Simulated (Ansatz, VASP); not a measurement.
# Two plane-wave programs on BaMg2H3

The input INCAR:

```
PREC = Accurate
ENCUT = 520
EDIFF = 1E-6
ISMEAR = 0
SIGMA = 0.1
LREAL = False
LASPH = True
NELM = 100
ALGO = Normal
ISIF = 2
LWAVE = False
LCHARG = True
GGA = PE
LELF = True
LVHAR = True
NBANDS = 18
```

The input KPOINTS:

```
Automatic mesh
0
Gamma
  6 6 2
```

File POSCAR:

```
BaMg2H3
1.0
    3.5944968400      0.0000000000      0.0000000000
   -1.7972484200      3.1129255700      0.0000000000
    0.0000000000      0.0000000000      8.7431047000
Ba Mg H
1 2 3
Direct
    0.0000000000      0.0000000000      0.0000000000
    0.3333333300      0.6666666700      0.3738907100
    0.6666666700      0.3333333300      0.6261092900
    0.3333333300      0.6666666700      0.7522185800
    0.6666666700      0.3333333300      0.2477814200
    0.0000000000      0.0000000000      0.5000000000
```

Input for Ansatz:

```yaml
crystal:
  lattice:
    - [3.59449684, 0.0, 0.0]
    - [-1.79724842, 3.11292557, 0.0]
    - [0.0, 0.0, 8.7431047]
  atoms:
    - { symbol: Ba, position: [0.0, 0.0, 0.0] }
    - { symbol: Mg, position: [0.33333333, 0.66666667, 0.37389071] }
    - { symbol: Mg, position: [0.66666667, 0.33333333, 0.62610929] }
    - { symbol: H, position: [0.33333333, 0.66666667, 0.75221858] }
    - { symbol: H, position: [0.66666667, 0.33333333, 0.24778142] }
    - { symbol: H, position: [0.0, 0.0, 0.5] }
basis:
  ecutwfc: 420
kpoints:
  mp_grid: { grid: [6, 6, 2] }
hamiltonian:
  xc: pbe
scf:
  occupations: { method: gaussian, width: 0.1 }
  lower_state_search: "off"
output:
  forces: true
  stress: true
  eigenvalues: true
```

Alike in both runs: task single point; functional PBE; k mesh 6 × 6 × 2; occupations gaussian, width 0.1 eV; no spin polarisation.

```csv
,VASP,Ansatz
version,VASP 6.6.1,Ansatz 0.2.0
potentials or method,"VASP PAW PBE potentials, release 64 (Ba_sv, Mg, H)","scalar-relativistic, plane waves, PAW"
plane-wave cutoff (eV),520,420
valence electrons in the cell,17,33
```

Ansatz gave:

```
gap on the k mesh at the Fermi level (eV)       : none
pressure (GPa)                                  : -1.0
largest component of the traceless stress (GPa) : 1.44
rms of the force components (eV/Å)              : 0.179
```

Task: Which values does VASP return?

Result: gap on the k mesh at the Fermi level (eV): none; pressure (GPa): -0.8; largest component of the traceless stress (GPa): 1.47; rms of the force components (eV/Å): 0.170.

Atom by atom the forces differ by 0.010 eV/Å (rms over components). A gap of «none» marks a metal or a gap that the smearing closes. With one functional, cell and mesh, what is left measures potentials, basis and numerics. The two sets of potentials don't hold the same shells in valence.

The runs have no spin-orbit coupling, so splittings on Ba are missing.
